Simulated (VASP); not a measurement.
The system is RuS.

```
CELL_PARAMETERS angstrom
0.00000 2.54676 2.54676
2.54676 0.00000 2.54676
2.54676 2.54676 0.00000
ATOMIC_POSITIONS crystal
Ru 0.50000 0.50000 0.50000
S 0.00000 0.00000 0.00000
```

The cell comes from a database or a generator and needn't be the stable form of this composition.

Base run:

| Quantity | Value |
| --- | --- |
| Program | VASP 6.6.1 |
| Functional | LDA |
| Potentials or basis | VASP PAW LDA potentials, release 64 (Ru_pv, S) |
| Cutoff | 520 eV |
| k mesh | 6 × 6 × 6 |
| Occupations | gaussian, width 0.05 eV |
| Spin | collinear spin, ferromagnetic start |
| Starting moments | [1.0, 0.0] μB |
| Fixed moment | 4 μB |
| Hubbard terms | Ru d U = 4 eV |

Its results: pressure 7.2 GPa; net moment 4.00 μB per cell; site moments Ru +3.29; S +0.39 μB.

Task: The run is repeated on the same cell with these changes: fixed moment from 4 μB to none; further incar settings from ALGO = Normal; EDIFF = 1e-07; NBANDS = 21 to ALGO = Normal; EDIFF = 1e-06. What comes out?

Result: Pressure -15.3 GPa; net moment 1.94 μB per cell; site moments Ru +1.85; S +0.03 μB.

Caveats: the moment is held away from its start (some runs); the total moment is fixed, so each spin has its own Fermi level (some runs).
